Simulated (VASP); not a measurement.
Wanted: the native input for a VASP 6.6.1 run.

- Task: relaxation of cell and atoms
- Functional: PBE
- Potentials or basis: VASP PAW PBE potentials, release 64 (In_d, Sb, O)
- Cutoff: 520 eV
- k mesh: 3 × 3 × 3
- Occupations: gaussian, width 0.15 eV
- Spin: no spin polarisation
- Further INCAR settings: PREC = Normal; ALGO = Fast; EDIFF = 0.0001; IBRION = 2; EDIFFG = -0.08; NSW = 24; ISIF = 3

The structure of In3SbO4 lies in POSCAR:

```
In3SbO4
1.0
   -3.3397705400      3.3397705400      3.3397705400
    3.3397705400     -3.3397705400      3.3397705400
    3.3397705400      3.3397705400     -3.3397705400
In Sb O
3 1 4
Direct
    0.0000000000      0.5000000000      0.5000000000
    0.5000000000      0.0000000000      0.5000000000
    0.5000000000      0.5000000000      0.0000000000
    0.0000000000      0.0000000000      0.0000000000
    0.5000000000      0.5000000000      0.5000000000
    0.0000000000      0.0000000000      0.5000000000
    0.0000000000      0.5000000000      0.0000000000
    0.5000000000      0.0000000000      0.0000000000
```

The cell was built by a generator and needn't be a form met in nature.

One way to write it, as run:

INCAR

```
SYSTEM = In3SbO4
PREC = Normal
ENCUT = 520
EDIFF = 1E-4
ISMEAR = 0
SIGMA = 0.15
LREAL = .False.
LASPH = .True.
NELM = 60
ALGO = Fast
ISIF = 3
LWAVE = .False.
LCHARG = .False.
GGA = PE
IBRION = 2
NSW = 24
EDIFFG = -0.08
```

KPOINTS

```
Automatic mesh
0
Gamma
  3 3 3
  0 0 0
```

Potentials or basis: VASP PAW PBE potentials, release 64 (In_d, Sb, O).

Run with:

```bash
$ cat potpaw_PBE.64/In_d/POTCAR potpaw_PBE.64/Sb/POTCAR potpaw_PBE.64/O/POTCAR > POTCAR
$ mpirun -np 1 vasp_std > vasp.out
```

It gave:

```
Relaxed volume                         : 14.65 Å³/atom
Relaxed cell                           : a = 5.339 Å, b = 5.339 Å, c = 5.339 Å, α = 109.47°, β = 109.47°, γ = 109.47°
Space group after relaxing (to 0.05 Å) : Im-3m (No. 229)
Energy gained by relaxing              : 210.3 meV/atom
Ionic steps                            : 2
Pressure after relaxing                : 0.5 GPa
Band gap on the k mesh                 : none (metal or under the smearing width)
```

Caveat: the k mesh is coarse (spacing up to 0.44 Å⁻¹), so the values aren't converged; the volume moved by over 15 % at a fixed basis, so the end points are rough.

Run time: 18 s on 1 thread of Intel(R) Xeon(R) 6975P-C (Granite Rapids), on a shared host, peak memory 0.19 GiB.
